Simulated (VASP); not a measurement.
Calculation: PBE GGA, VASP's PBE PAW potentials (set 64) (plane waves; VASP).

VASP ran on this input.

KPOINTS:
```
Automatic mesh
0
Gamma
2 2 2
0 0 0
```

File POSCAR:
```
ZnO
1.0
  3.1317610000   0.0000000000   0.0000000000
 -1.5658810000   2.7121850000   0.0000000000
  0.0000000000   0.0000000000  10.2525840000
Zn O
4 4
Cart
  0.0000000000   0.0000000000   0.0000000000
  0.0000000000   0.0000000000   5.1262920000
  1.5658818992   0.9040607626   7.6912834651
 -0.0000018992   1.8081242374   2.5649914651
  0.0000000000   0.0000000000   8.3267386214
  0.0000000000   0.0000000000   3.2004466214
  1.5658818992   0.9040607626   5.7751780414
 -0.0000018992   1.8081242374   0.6488860414
```

INCAR:
```
ALGO=Normal
EDIFF=1E-6
ENCUT=320
GGA=PE
ISIF=2
ISMEAR=0
LASPH=T
LCHARG=F
LMAXMIX=4
LREAL=F
LWAVE=F
NELM=100
PREC=Accurate
SIGMA=0.136
SYSTEM=ZnO
```

POTCAR, in this order: Zn O (PBE.64 set). Program: vasp_std.

### Question
Predict the energy per atom (σ→0).

### Answer

The energy per atom (σ→0) is -4.217 eV/atom.

### OSZICAR
```
...
DAV:   9    -0.337313774651E+02    0.76713E-01   -0.27905E-01   527   0.751E+00    0.342E-01
DAV:  10    -0.337360404148E+02   -0.46629E-02   -0.67704E-02   362   0.155E+00    0.212E-01
DAV:  11    -0.337359549095E+02    0.85505E-04   -0.15281E-03   362   0.319E-01    0.103E-01
DAV:  12    -0.337360230857E+02   -0.68176E-04   -0.37859E-04   449   0.402E-01    0.449E-02
DAV:  13    -0.337360274339E+02   -0.43482E-05   -0.16697E-04   410   0.173E-01    0.884E-03
DAV:  14    -0.337360269163E+02    0.51760E-06   -0.11757E-05   405   0.686E-02    0.337E-03
DAV:  15    -0.337360271513E+02   -0.23501E-06   -0.53662E-06   348   0.280E-02
   1 F= -.33736027E+02 E0= -.33736019E+02  d E =-.169620E-04
```

The structure was generated: ZnO was put into an ordered model structure, which need not be its known phase. The cell was not relaxed at this level. The k-mesh is coarse (spacing up to 1.16 per Å, 2π included), so the numbers may not be converged in it. The run is one of a series of settings (ENCUT = 320, SIGMA = 0.136, KPOINTS 2×2×2 Γ-centred mesh against the base run), some of them coarse on purpose.
